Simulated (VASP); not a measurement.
Calculation: PBEsol GGA, VASP's PBE PAW potentials (set 64) (plane waves; VASP 6.6.1).

Input for VASP

### POSCAR
```
AuZn
1.0
  3.1296849776   0.0000000000   0.0000000000
  0.0000000000   3.1296849776   0.0000000000
  0.0000000000   0.0000000000   3.1296849776
Zn Au
1 1
Cart
  1.5648424888   1.5648424888   1.5648424888
  0.0000000000   0.0000000000   0.0000000000
```

### INCAR
```
SYSTEM  =  AuZn
PREC  =  Accurate; ENCUT  =  500; LREAL  =  .FALSE.
LASPH  =  .TRUE.
EDIFF  =  1E-6; NELM  =  100; ALGO  =  Normal
LMAXMIX  =  6
ISMEAR  =  1; SIGMA  =  0.1
GGA  =  PS
IBRION  =  2; NSW  =  40; ISIF  =  3
EDIFFG  =  -0.02; PSTRESS  =  50
LWAVE  =  .FALSE.; LCHARG  =  .FALSE.
```

KPOINTS:
```
Automatic mesh
0
Gamma
12 12 12
0 0 0
```

POTCAR, in this order: Zn Au (PBE.64 set). Program: vasp_std.

The run wrote:

OSZICAR:
```
       N       E                     dE             d eps       ncg     rms          rms(c)
DAV:   1     0.121876336751E+03    0.12188E+03   -0.11460E+04  2568   0.192E+03
DAV:   2    -0.261120656301E+01   -0.12449E+03   -0.12055E+03  2639   0.338E+02
DAV:   3    -0.650671051355E+01   -0.38955E+01   -0.38846E+01  3087   0.687E+01
DAV:   4    -0.653089533278E+01   -0.24185E-01   -0.24180E-01  2905   0.462E+00
DAV:   5    -0.653115089845E+01   -0.25557E-03   -0.25556E-03  3171   0.494E-01    0.919E+00
DAV:   6    -0.599527318434E+01    0.53588E+00   -0.18650E+00  2590   0.172E+01    0.562E+00
DAV:   7    -0.596550360967E+01    0.29770E-01   -0.43085E-02  3479   0.395E+00    0.297E+00
DAV:   8    -0.595537297996E+01    0.10131E-01   -0.80385E-03  3254   0.115E+00    0.119E-01
DAV:   9    -0.595540104099E+01   -0.28061E-04   -0.37290E-04  2835   0.241E-01    0.591E-02
DAV:  10    -0.595540772114E+01   -0.66801E-05   -0.21956E-05  3249   0.733E-02    0.152E-02
DAV:  11    -0.595540771151E+01    0.96270E-08   -0.43319E-06  2520   0.386E-02
   1 F= -.49987396E+01 E0= -.49986245E+01  d E =-.499874E+01
       N       E                     dE             d eps       ncg     rms          rms(c)
DAV:   1    -0.740026600614E+01   -0.14449E+01   -0.21390E+01  2632   0.849E+01    0.842E+00
DAV:   2    -0.599067658256E+01    0.14096E+01   -0.49496E+00  2870   0.655E+01    0.251E+00
DAV:   3    -0.591159377155E+01    0.79083E-01   -0.37588E-01  2947   0.125E+01    0.173E+00
DAV:   4    -0.589527998605E+01    0.16314E-01   -0.13445E-02  3783   0.419E+00    0.113E+00
DAV:   5    -0.588111457502E+01    0.14165E-01   -0.12405E-02  3760   0.375E+00    0.125E-01
DAV:   6    -0.588110594456E+01    0.86305E-05   -0.23189E-03  2828   0.784E-01    0.399E-02
DAV:   7    -0.588112010170E+01   -0.14157E-04   -0.92054E-05  2835   0.107E-01    0.133E-02
DAV:   8    -0.588111862831E+01    0.14734E-05   -0.84465E-06  2716   0.354E-02    0.161E-03
DAV:   9    -0.588111847718E+01    0.15113E-06   -0.25922E-07  1358   0.575E-03
   2 F= -.49898081E+01 E0= -.49896338E+01  d E =0.893146E-02
       N       E                     dE             d eps       ncg     rms          rms(c)
DAV:   1    -0.637457146827E+01   -0.49345E+00   -0.65422E+00  2548   0.517E+01    0.432E+00
DAV:   2    -0.597864134002E+01    0.39593E+00   -0.12070E+00  2933   0.242E+01    0.173E+00
DAV:   3    -0.595014194596E+01    0.28499E-01   -0.60714E-02  2727   0.279E+00    0.111E+00
DAV:   4    -0.594216347729E+01    0.79785E-02   -0.57665E-03  3723   0.205E+00    0.305E-01
DAV:   5    -0.594114870800E+01    0.10148E-02   -0.13539E-03  2891   0.446E-01    0.310E-02
DAV:   6    -0.594115545092E+01   -0.67429E-05   -0.85760E-05  2744   0.106E-01    0.171E-02
DAV:   7    -0.594115767539E+01   -0.22245E-05   -0.74962E-06  3445   0.136E-01    0.378E-03
DAV:   8    -0.594115765100E+01    0.24381E-07   -0.31090E-06  1828   0.355E-02
   3 F= -.50143711E+01 E0= -.50142179E+01  d E =-.156315E-01
```

File OUTCAR:
```
------------------------ aborting loop because EDIFF is reached ----------------------------------------
  FORCE on cell =-STRESS in cart. coord.  units (eV):
  Direction    XX          YY          ZZ          XY          YZ          ZX
  --------------------------------------------------------------------------------------
  Total        0.9194465      0.9194465      0.9194465     -0.0000000     -0.0000000      0.0000000
  in kB       49.6040070     49.6040070     49.6040070     -0.0000000     -0.0000000      0.0000000
  external PRESSURE =      -0.3959930 kB  Pullay stress =      50.0000000 kB
  volume of cell :       29.70
      direct lattice vectors                 reciprocal lattice vectors
     3.096754418 -0.000000000 -0.000000000     0.322918729 -0.000000000 -0.000000000
     0.000000000  3.096754418 -0.000000000     0.000000000  0.322918729 -0.000000000
     0.000000000  0.000000000  3.096754418     0.000000000  0.000000000  0.322918729
 POSITION                                       TOTAL-FORCE (eV/Angst)
 -----------------------------------------------------------------------------------
      1.54838      1.54838      1.54838         0.000000      0.000000      0.000000
      0.00000      0.00000      0.00000        -0.000000     -0.000000      0.000000
 -----------------------------------------------------------------------------------
    total drift:                                0.000000      0.000000     -0.000000
  FREE ENERGIE OF THE ION-ELECTRON SYSTEM (eV)
  ---------------------------------------------------
  free  energy   TOTEN  =        -5.9411576510 eV

  energy  without entropy=       -5.9406979669  energy(sigma->0) =       -5.94100442
  enthalpy is  TOTEN    =        -5.0143711069 eV   P V=        0.9267865441

 reached required accuracy - stopping structural energy minimisation
```
(Selected blocks of OUTCAR.)

CONTCAR:
```
AuZn
   1.00000000000000
     3.0967544184309723   -0.0000000000000000   -0.0000000000000000
     0.0000000000000000    3.0967544184309723   -0.0000000000000000
     0.0000000000000000    0.0000000000000000    3.0967544184309723
  Zn              Au
     1     1
Direct
     0.5000000000000000    0.5000000000000000    0.5000000000000000
     0.0000000000000000    0.0000000000000000    0.0000000000000000
```

OUTCAR:
```
 val. band max:        7.3999146139   @ k =   0.4167   0.4167   0.1667

 cond. band min:       7.5940507083   @ k =   0.5000   0.4167   0.2500


 Fermi energy:         7.5908836420

 k-point     1 :       0.0000    0.0000    0.0000
  band No.  band energies     occupation
      1      -3.6033      2.00000
      2      -0.8356      2.00000
      3      -0.8356      2.00000
      4      -0.0094      2.00000
      5      -0.0094      2.00000
      6      -0.0094      2.00000
      7       1.9302      2.00000
      8       1.9302      2.00000
      9       3.7186      2.00000
     10       3.7186      2.00000
     11       3.7186      2.00000
     12      12.5471      0.00000
     13      12.5471      0.00000
     14      12.5471      0.00000
     15      16.9681      0.00000

 k-point     2 :       0.0833    0.0000    0.0000
  band No.  band energies     occupation
      1      -3.4749      2.00000
      2      -0.8033      2.00000
      3      -0.7930      2.00000
      4      -0.0106      2.00000
      5      -0.0106      2.00000
      6       0.0028      2.00000
      7       1.9049      2.00000
      8       1.9638      2.00000
      9       3.6135      2.00000
     10       3.6135      2.00000
     11       3.7063      2.00000
     12      11.6104      0.00000
     13      12.7956      0.00000
     14      12.7956      0.00000
     15      17.5261      0.00000

 k-point     3 :       0.1667    0.0000    0.0000
  band No.  band energies     occupation
      1      -3.0975      2.00000
      2      -0.7112      2.00000
      3      -0.6781      2.00000
      4      -0.0128      2.00000
      5      -0.0128      2.00000
      6       0.0366      2.00000
      7       1.8319      2.00000
      8       2.0553      2.00000
      9       3.3429      2.00000
     10       3.3429      2.00000
     11       3.6722      2.00000
     12       9.8370      0.00000
     13      13.4964      0.00000
     14      13.4964      0.00000
     15      18.0846      0.00000
...
```

Energy and stress use the plane-wave basis of the starting cell. Unless said otherwise, spin-orbit coupling is left out, though it shifts the bands of the heavy elements here.

The compound is AuZn in the CsCl type structure. This run relaxes it under an external pressure of 5 GPa. Symmetry was kept, so distortions that lower it aren't found. The electron count is odd and the run is not spin-polarised, which forces a metal.
